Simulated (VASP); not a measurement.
Method: PBE GGA, VASP's PBE PAW potentials (set 64) (plane waves; VASP).

VASP ran on this input.

INCAR:
```
! general
SYSTEM   =  Ta2As
PREC     =  Accurate
ENCUT    =  300
LREAL    =  .FALSE.
LASPH    =  .TRUE.

! electronic loop
EDIFF    =  1E-6
NELM     =  100
ALGO     =  Normal
LMAXMIX  =  6

! smearing
ISMEAR   =  0
SIGMA    =  0.1

! functional
GGA      =  PE

! ions
ISIF     =  2

! output
LWAVE    =  .FALSE.
LCHARG   =  .FALSE.
```

File KPOINTS:
```
Automatic mesh
0
Gamma
4 4 3
0 0 0
```

**POSCAR**
```
Ta2As
4.1591830
  1.0000000000   0.0000000000   0.0000000000
 -0.4999998798   0.8660253708   0.0000000000
  0.0000000000   0.0000000000   1.2252745311
As Ta
2 4
Direct
  0.3333330000   0.6666670000   0.2500000000
  0.6666670000   0.3333330000   0.7500000000
  0.0000000000   0.0000000000   0.0000000000
  0.0000000000   0.0000000000   0.5000000000
  0.3333330000   0.6666670000   0.7500000000
  0.6666670000   0.3333330000   0.2500000000
```

POTCAR, in this order: As Ta_pv (PBE.64 set). Program: vasp_std.

At this cut-off the stress carries a Pulay error, which pulls relaxed volumes low. Unless said otherwise, spin-orbit coupling is left out, though it shifts the bands of the heavy elements here.

Task: What does the run give for the energy per atom (σ→0), pressure, band gap (on the k-mesh)?

Result: 
- energy per atom (σ→0): -8.242 eV/atom
- band gap (on the k-mesh): none (metal, semimetal or under 0.01 eV)
- pressure: 103.32 GPa

OSZICAR:
```
...
DAV:   7    -0.494695510063E+02    0.33883E+00   -0.76558E-01   616   0.644E+00    0.159E+00
DAV:   8    -0.494592868825E+02    0.10264E-01   -0.56108E-02   608   0.149E+00    0.547E-01
DAV:   9    -0.494588930520E+02    0.39383E-03   -0.34509E-03   648   0.369E-01    0.234E-01
DAV:  10    -0.494588698234E+02    0.23229E-04   -0.57709E-04   624   0.176E-01    0.459E-02
DAV:  11    -0.494588694288E+02    0.39462E-06   -0.85183E-05   632   0.672E-02    0.186E-02
DAV:  12    -0.494588663992E+02    0.30295E-05   -0.60995E-06   536   0.182E-02    0.614E-03
DAV:  13    -0.494588660546E+02    0.34465E-06   -0.83289E-07   384   0.533E-03
   1 F= -.49458866E+02 E0= -.49449917E+02  d E =-.178988E-01
```

The structure was generated: Ta2As was put into an ordered model structure, which need not be its known phase. The cell was not relaxed at this level, and its volume differs by -5.9 % from the start's. The k-mesh is coarse (spacing up to 0.44 per Å, 2π included), so the numbers may not be converged in it.
